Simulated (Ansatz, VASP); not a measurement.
# H49C25S10N15O22F10 in two plane-wave programs, part 2 of 2

One calculation is typed for both programs; each brings its own data sets. How far apart do they land? The cell is taken from a series of runs on this material, whose earlier steps may have relaxed, scaled, displaced or heated it; both programs get it as it stands.

VASP 6.6.1 and Ansatz 0.2.0.

So far. Step 2 (VASP: single point, PBE with D3(BJ)): The run ends at a pressure of 1.22 GPa, with forces up to 5.7 eV/Å.

### 4. Differences

Known differences besides the potentials themselves: fixed occupations in Ansatz, narrow Gaussian smearing in VASP; the cutoff is 420 eV in Ansatz and 600 eV in VASP (PREC = Accurate, projectors in real space). Total energies have different zeros and are not compared.

Compared:

```csv
quantity,Ansatz,VASP,difference
pressure (GPa),1.71,1.22,+0.49
gap on the k mesh (eV),3.106,3.107,-0.001
```

Forces on 9 of the 131 atoms, those with the largest forces and the largest differences (eV/Å; atoms numbered as in POSCAR):

```csv
atom,"Ansatz x, y, z","VASP x, y, z"
C24,"-1.403, 1.356, 3.679","-1.397, 1.359, 3.656"
N39,"3.681, 1.902, -1.270","3.414, 1.933, -1.206"
S90,"1.614, 2.472, 2.911","1.375, 2.560, 2.892"
S91,"-2.337, -0.624, 3.754","-2.299, -1.089, 3.680"
S94,"1.290, 0.477, 4.034","1.210, 0.726, 4.069"
S95,"-0.067, -0.917, -4.247","-0.142, -0.664, -4.329"
S96,"-5.717, -0.233, -0.701","-5.633, -0.032, -0.579"
O103,"0.965, -2.559, -2.773","1.060, -2.107, -2.544"
O115,"-0.936, 0.467, -1.143","-0.755, 0.255, -0.898"
```

The forces differ by 83 meV/Å r.m.s., which is 7.6 % of the r.m.s. force of 1.088 eV/Å (both taken over all components). A gap on the mesh is an upper bound, since the band edges may lie between its points.

### 5. What came out

| Item | Value |
| --- | --- |
| r.m.s. force difference (single point, PBE with D3(BJ)) | 7.6 % of the r.m.s. force |

The r.m.s. force difference is 7.6 % of the r.m.s. force (single point, PBE with D3(BJ)), beyond the 3 % picked in this series as the mark of a large difference. What causes the difference of the single point, PBE with D3(BJ) pair stays open here. Such differences can come from data sets, numerical settings and the points named under the comparisons, not from the functional's error against experiment.

[Lines on the potential files, build, host, timing and source positions are cut from VASP's logs without a mark.]

[Logs are printed without paths, hosts, clocks, repeated set-up lines and the standing remarks that a program may print on its own settings, such as how far it seeks lower states.]

[Hosts, paths, dates, database ids (printed as entryN), source tags and the programs' standing remarks are cut or masked in the printed files.]
